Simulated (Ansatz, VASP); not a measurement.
# SiC: VASP beside Ansatz

Aim: how closely do two programs agree when they are given the same cell, functional and k mesh? The cell is taken from a series of runs on this material, whose earlier steps may have relaxed, scaled, displaced or heated it; both programs get it as it stands.

Program: Ansatz 0.2.0. Level of theory: plane waves, with VASP 6.6.1 beside it; zone-centre phonons at LDA. Results are calculated unless marked as measured.

### 1. The structure

It takes space group P6_3mc (No. 186, hexagonal). The conventional cell has a = 3.051 Å, b = 3.051 Å, c = 10.313 Å, α = 90.00°, β = 90.00°, γ = 120.00°. Nearest to C lie 4 Si at 1.88 to 1.93 Å. Nearest to C lie 4 Si at 1.88 to 1.92 Å. Si has 4 C at 1.88 to 1.93 Å nearest. Nearest to Si lie 4 C at 1.88 to 1.92 Å. Farther neighbours are not listed.

Coordinates:

```xyz
8
Lattice="3.0510 0.0000 0.0000 -1.5255 2.6422 0.0000 0.0000 0.0000 10.3126" Properties=species:S:1:pos:R:3 pbc="T T T"
C     1.5255    0.8807    7.7398
C     0.0000    1.7615    2.5835
C     0.0000    0.0000    5.1674
C     0.0000    0.0000    0.0111
Si    1.5255    0.8807    9.6653
Si    0.0000    1.7615    4.5091
Si    0.0000    0.0000    7.0864
Si    0.0000    0.0000    1.9301
```

### 2. VASP: zone-centre phonons, LDA

Second derivatives magnify differences that forces hide, and they need a tight electronic threshold.

Lines of VASP's logs that name or quote its potential files are left out, and so is its time.

Input file INCAR:

```
SYSTEM = SiC
PREC = Accurate
ENCUT = 600
EDIFF = 1E-08
NELM = 120
ISMEAR = 0
SIGMA = 0.01
LREAL = .FALSE.
ALGO = Normal
GGA = PW92
NBANDS = 24
LORBIT = 11
LWAVE = .FALSE.
LCHARG = .FALSE.
ISIF = 2
IBRION = 8
LEPSILON = .TRUE.
LASPH = .TRUE.
GGA_COMPAT = .FALSE.
EFERMI = MIDGAP
KPAR = 2
```

Input file POSCAR:

```
SiC
1.0
    3.0509767592      0.0000000000      0.0000000000
   -1.5254883796      2.6422233798      0.0000000000
    0.0000000000      0.0000000000     10.3125547972
C Si
4 4
Direct
    0.6666666678      0.3333333344      0.7505221255
    0.3333333344      0.6666666678      0.2505221255
    0.0000000011      0.0000000011      0.5010767320
    0.0000000011      0.0000000011      0.0010767320
    0.6666666678      0.3333333344      0.9372403055
    0.3333333344      0.6666666678      0.4372403055
    0.0000000011      0.0000000011      0.6871598369
    0.0000000011      0.0000000011      0.1871598369
```

Input file KPOINTS:

```
Automatic mesh
0
Gamma
9 9 4
0 0 0
```

PAW data sets: C and Si (LDA family, release 64).

Launch:

```console
> mpirun -np 2 vasp_std
```

Numbers of over 12 decimals in the logs are rounded to 6 here.

The log of the run:

```text
[banner, memory and clock lines left out]
running    2 mpi-ranks, on    1 nodes
 distrk:  each k-point on    1 cores,    2 groups
 distr:  one band on    1 cores,    1 groups

 POSCAR found type information on POSCAR C Si
 POSCAR found :  2 types and       8 ions
|                                                                             |
|               ----> ADVICE to this user running VASP <----                  |
|                                                                             |
|     You enforced a specific xc type in the INCAR file but a different       |
|     [... a line on the potential file left out ...]
|     I HOPE YOU KNOW WHAT YOU ARE DOING!                                     |
|                                                                             |

 LDA part: xc-table for (Slater(with rela. corr.)+PW92), standard interpolation
 POSCAR, INCAR and KPOINTS ok, starting setup
 FFT: planning ... GRIDC
 FFT: planning ... GRID_SOFT
 FFT: planning ... GRID
 WAVECAR not read
 entering main loop
       N       E                     dE             d eps       ncg     rms          rms(c)
DAV:   1     0.783074362796E+02    0.78307E+02   -0.15866E+04  1728   0.135E+03
DAV:   2    -0.669673093636E+02   -0.14527E+03   -0.13431E+03  2352   0.208E+02
DAV:   3    -0.745240157382E+02   -0.75567E+01   -0.75041E+01  2296   0.461E+01
DAV:   4    -0.746345124828E+02   -0.11050E+00   -0.11039E+00  2248   0.657E+00
DAV:   5    -0.746367855571E+02   -0.22731E-02   -0.22726E-02  2288   0.892E-01    0.180E+01
DAV:   6    -0.668294742120E+02    0.78073E+01   -0.23448E+01  2208   0.218E+01    0.826E+00
DAV:   7    -0.665941103859E+02    0.23536E+00   -0.21116E+00  2368   0.688E+00    0.330E+00
DAV:   8    -0.665227890568E+02    0.71321E-01   -0.13107E-01  2096   0.179E+00    0.113E+00
DAV:   9    -0.665112437746E+02    0.11545E-01   -0.19413E-02  2232   0.759E-01    0.161E-01
DAV:  10    -0.665113384046E+02   -0.94630E-04   -0.10658E-03  2184   0.184E-01    0.858E-02
DAV:  11    -0.665113478809E+02   -0.94763E-05   -0.50124E-05  2272   0.462E-02    0.222E-02
DAV:  12    -0.665113431301E+02    0.47508E-05   -0.91276E-06  2160   0.161E-02    0.102E-02
DAV:  13    -0.665113425034E+02    0.62665E-06   -0.27777E-06  2248   0.781E-03    0.221E-03
DAV:  14    -0.665113425059E+02   -0.25020E-08   -0.15346E-07  2184   0.242E-03    0.548E-04
DAV:  15    -0.665113425071E+02   -0.11191E-08   -0.37270E-09  1632   0.381E-04
   1 F= -.66511343E+02 E0= -.66511343E+02  d E =0.000000E+00
 Linear response reoptimize wavefunctions to high precision
DAV:   1    -0.665113425074E+02   -0.29513E-09   -0.46603E-10  1528   0.134E-04
DAV:   2    -0.665113425075E+02   -0.97771E-10   -0.96149E-11  1480   0.560E-05
 Linear response G [H, r] |phi>, progress :
  Direction:   1
       N       E                     dE             d eps       ncg     rms
RMM:   1    -0.150820694020E+03   -0.15082E+03    0.20398E+01  4493   0.746E+01
RMM:   2    -0.102837130245E+03    0.47984E+02   -0.15830E+01  2971   0.222E+01
RMM:   3    -0.103004585207E+03   -0.16745E+00   -0.32811E-01  3112   0.309E+00
RMM:   4    -0.103008685119E+03   -0.40999E-02   -0.12716E-02  3287   0.540E-01
RMM:   5    -0.103008693467E+03   -0.83471E-05   -0.85911E-04  3267   0.114E-01
RMM:   6    -0.103008697972E+03   -0.45056E-05   -0.12614E-04  3364   0.285E-02
RMM:   7    -0.103008694195E+03    0.37773E-05   -0.20457E-05  3318   0.921E-03
RMM:   8    -0.103008690009E+03    0.41859E-05    0.30497E-05  3437   0.478E-03
RMM:   9    -0.103008691682E+03   -0.16732E-05   -0.23454E-04  3336   0.368E-03
RMM:  10    -0.103008692492E+03   -0.80992E-06   -0.32905E-04  3010   0.336E-03
RMM:  11    -0.103008693315E+03   -0.82314E-06    0.15598E-04  2703   0.324E-03
RMM:  12    -0.103008695978E+03   -0.26624E-05   -0.49333E-05  2635   0.320E-03
RMM:  13    -0.103008691047E+03    0.49311E-05    0.14253E-05  2565   0.318E-03
 Linear response G [H, r] |phi>, progress :
  Direction:   2
       N       E                     dE             d eps       ncg     rms
RMM:   1    -0.172428922281E+03   -0.17243E+03   -0.31026E+02  4374   0.713E+01
RMM:   2    -0.129887730327E+03    0.42541E+02   -0.12498E+01  2951   0.203E+01
RMM:   3    -0.130020677801E+03   -0.13295E+00   -0.23092E-01  3077   0.262E+00
RMM:   4    -0.130023138656E+03   -0.24609E-02   -0.92017E-03  3284   0.427E-01
RMM:   5    -0.130023086959E+03    0.51697E-04   -0.16688E-03  3267   0.811E-02
RMM:   6    -0.130023080585E+03    0.63747E-05   -0.12926E-03  3353   0.184E-02
RMM:   7    -0.130023089992E+03   -0.94071E-05   -0.13810E-03  3316   0.611E-03
RMM:   8    -0.130023092375E+03   -0.23836E-05   -0.15101E-03  3397   0.376E-03
RMM:   9    -0.130023086201E+03    0.61740E-05   -0.13404E-03  3273   0.331E-03
RMM:  10    -0.130023094068E+03   -0.78669E-05   -0.14364E-03  2853   0.320E-03
[...]
RMM:  10    -0.139782692743E+00    0.28608E-06   -0.11678E-07  3886   0.116E-04    0.253E-05
RMM:  11    -0.139782690166E+00    0.25765E-08   -0.66263E-08  3919   0.666E-05    0.677E-06
 first order change of Fermi-energy   0.15678E+00
 force on displaced ion       1 direction 3 :   0.000   0.000 -24.352
 Born effective charge ion    1 direction 3 :   0.000   0.000  -2.738
 Linear response progress:
  Degree of freedom:   3/  8
[...]
Born effective charge ion    3 direction 3 :   0.000   0.000  -2.805
 Linear response progress:
  Degree of freedom:   5/  8
       N       E                     dE             d eps       ncg     rms          rms(c)
RMM:   1    -0.180523148604E-01   -0.18052E-01   -0.45827E-03 19055   0.790E-01
RMM:   2    -0.148197767176E-01    0.32325E-02   -0.11953E-03 12917   0.210E-01    0.130E-01
RMM:   3    -0.147209891408E-01    0.98788E-04    0.12068E-04 13591   0.527E-02    0.752E-02
RMM:   4    -0.147806927524E-01   -0.59704E-04    0.13261E-04 13110   0.490E-02    0.785E-03
RMM:   5    -0.147809680274E-01   -0.27527E-06   -0.34915E-05 13906   0.105E-02    0.228E-03
RMM:   6    -0.147788049210E-01    0.21631E-05   -0.53026E-06 14302   0.156E-03    0.843E-04
RMM:   7    -0.147777317026E-01    0.10732E-05   -0.62150E-07 14383   0.422E-04    0.127E-04
RMM:   8    -0.147774985657E-01    0.23314E-06   -0.86743E-07 14531   0.134E-04    0.225E-05
RMM:   9    -0.147775028571E-01   -0.42914E-08   -0.18317E-07 14729   0.517E-05    0.420E-06
RMM:  10    -0.147775011826E-01    0.16744E-08   -0.12596E-07 14920   0.304E-05    0.195E-06
RMM:  11    -0.147774981155E-01    0.30672E-08   -0.12537E-08 14253   0.260E-05    0.613E-07
 first order change of Fermi-energy  -0.41408E+00
 force on displaced ion       5 direction 1 : -19.767  -0.000  -0.000
 Born effective charge ion    5 direction 1 :   2.658  -0.000   0.000
 Linear response progress:
  Degree of freedom:   6/  8
       N       E                     dE             d eps       ncg     rms          rms(c)
RMM:   1    -0.451920786778E-01   -0.45192E-01    0.42355E-02  5693   0.121E+00
RMM:   2    -0.361564219278E-01    0.90357E-02   -0.40365E-03  3462   0.381E-01    0.153E-01
RMM:   3    -0.355246686624E-01    0.63175E-03   -0.92160E-04  3722   0.113E-01    0.863E-02
RMM:   4    -0.352583713547E-01    0.26630E-03   -0.58973E-04  3854   0.794E-02    0.279E-02
RMM:   5    -0.352413203780E-01    0.17051E-04   -0.15131E-04  3841   0.263E-02    0.692E-03
RMM:   6    -0.352479337355E-01   -0.66134E-05   -0.45204E-05  3680   0.944E-03    0.285E-03
RMM:   7    -0.352456257355E-01    0.23080E-05   -0.71382E-06  3781   0.309E-03    0.909E-04
RMM:   8    -0.352470004136E-01   -0.13747E-05    0.27278E-07  3821   0.111E-03    0.305E-04
RMM:   9    -0.352469907230E-01    0.96906E-08   -0.84203E-07  3867   0.264E-04    0.158E-04
RMM:  10    -0.352471370677E-01   -0.14634E-06    0.11001E-07  3835   0.191E-04    0.267E-05
RMM:  11    -0.352470795335E-01    0.57534E-07   -0.60899E-07  3889   0.763E-05    0.912E-06
RMM:  12    -0.352470935989E-01   -0.14065E-07    0.11703E-07  3904   0.382E-05    0.545E-06
RMM:  13    -0.352470598412E-01    0.33758E-07    0.32415E-07  4034   0.328E-05    0.891E-07
RMM:  14    -0.352470649555E-01   -0.51143E-08    0.24505E-07  3694   0.295E-05    0.540E-07
RMM:  15    -0.352470534831E-01    0.11472E-07    0.34394E-07  3018   0.285E-05    0.231E-07
RMM:  16    -0.352470631432E-01   -0.96601E-08    0.24747E-07  3024   0.285E-05    0.697E-08
 first order change of Fermi-energy  -0.23840E+00
 force on displaced ion       5 direction 3 :  -0.000   0.000 -28.200
 Born effective charge ion    5 direction 3 :  -0.000  -0.000   2.664
 Linear response progress:
  Degree of freedom:   7/  8
       N       E                     dE             d eps       ncg     rms          rms(c)
RMM:   1    -0.181646173826E-01   -0.18165E-01   -0.46585E-03 18938   0.789E-01
RMM:   2    -0.149216273406E-01    0.32430E-02   -0.18902E-03 12911   0.211E-01    0.130E-01
RMM:   3    -0.148151690689E-01    0.10646E-03   -0.41465E-04 13596   0.527E-02    0.751E-02
RMM:   4    -0.148731579656E-01   -0.57989E-04   -0.38621E-04 13118   0.486E-02    0.775E-03
RMM:   5    -0.148159416599E-01    0.57216E-04    0.25475E-05 13920   0.105E-02    0.230E-03
RMM:   6    -0.148188498459E-01   -0.29082E-05    0.38045E-06 14301   0.160E-03    0.836E-04
RMM:   7    -0.148187168522E-01    0.13299E-06   -0.40590E-07 14368   0.428E-04    0.142E-04
RMM:   8    -0.148183200698E-01    0.39678E-06    0.88055E-07 14528   0.136E-04    0.231E-05
RMM:   9    -0.148184171940E-01   -0.97124E-07    0.76638E-08 14727   0.488E-05    0.418E-06
RMM:  10    -0.148184167958E-01    0.39818E-09    0.10873E-07 14890   0.270E-05    0.212E-06
RMM:  11    -0.148184187083E-01   -0.19125E-08    0.16298E-07 14307   0.226E-05    0.675E-07
RMM:  12    -0.148184179148E-01    0.79357E-09    0.85153E-08 12734   0.208E-05    0.168E-07
 first order change of Fermi-energy   0.43441E+00
 force on displaced ion       7 direction 1 : -19.923  -0.001  -0.000
 Born effective charge ion    7 direction 1 :   2.668  -0.000  -0.000
 Linear response progress:
  Degree of freedom:   8/  8
       N       E                     dE             d eps       ncg     rms          rms(c)
RMM:   1    -0.478365772245E-01   -0.47837E-01    0.19399E-02  5725   0.122E+00
RMM:   2    -0.362167102049E-01    0.11620E-01   -0.49099E-03  3458   0.389E-01    0.154E-01
RMM:   3    -0.355011661274E-01    0.71554E-03   -0.11114E-03  3742   0.116E-01    0.868E-02
RMM:   4    -0.352141290543E-01    0.28704E-03   -0.66082E-04  3866   0.803E-02    0.286E-02
RMM:   5    -0.351941996669E-01    0.19929E-04   -0.18988E-04  3860   0.274E-02    0.728E-03
RMM:   6    -0.352045998373E-01   -0.10400E-04   -0.10789E-04  3675   0.994E-03    0.302E-03
RMM:   7    -0.351967622149E-01    0.78376E-05   -0.14302E-05  3775   0.334E-03    0.978E-04
RMM:   8    -0.351985365009E-01   -0.17743E-05   -0.85777E-06  3806   0.118E-03    0.350E-04
RMM:   9    -0.351985484733E-01   -0.11972E-07   -0.82749E-06  3869   0.293E-04    0.169E-04
RMM:  10    -0.351985621019E-01   -0.13629E-07   -0.78237E-06  3820   0.208E-04    0.280E-05
RMM:  11    -0.351984072564E-01    0.15485E-06   -0.62248E-06  3902   0.846E-05    0.837E-06
RMM:  12    -0.351982377480E-01    0.16951E-06   -0.39589E-06  3909   0.408E-05    0.515E-06
RMM:  13    -0.351981717935E-01    0.65954E-07   -0.32910E-06  3951   0.335E-05    0.868E-07
RMM:  14    -0.351981238286E-01    0.47965E-07   -0.28434E-06  3809   0.310E-05    0.375E-07
RMM:  15    -0.351980366213E-01    0.87207E-07   -0.17880E-06  3101   0.300E-05    0.196E-07
RMM:  16    -0.351980160474E-01    0.20574E-07   -0.17335E-06  2900   0.298E-05    0.714E-08
 first order change of Fermi-energy  -0.25135E+00
 force on displaced ion       7 direction 3 :  -0.000  -0.000 -28.460
 Born effective charge ion    7 direction 3 :   0.000   0.000   2.879
 Born effective charges drift removed
 Linear response finished
```

(Part 1 of 3 ends here.)

[Lines on the potential files, build, host, timing and source positions are cut from VASP's logs without a mark.]

[Logs are printed without paths, hosts, clocks, repeated set-up lines and the standing remarks that a program may print on its own settings, such as how far it seeks lower states.]

[Hosts, paths, dates, database ids (printed as entryN), source tags and the programs' standing remarks are cut or masked in the printed files.]
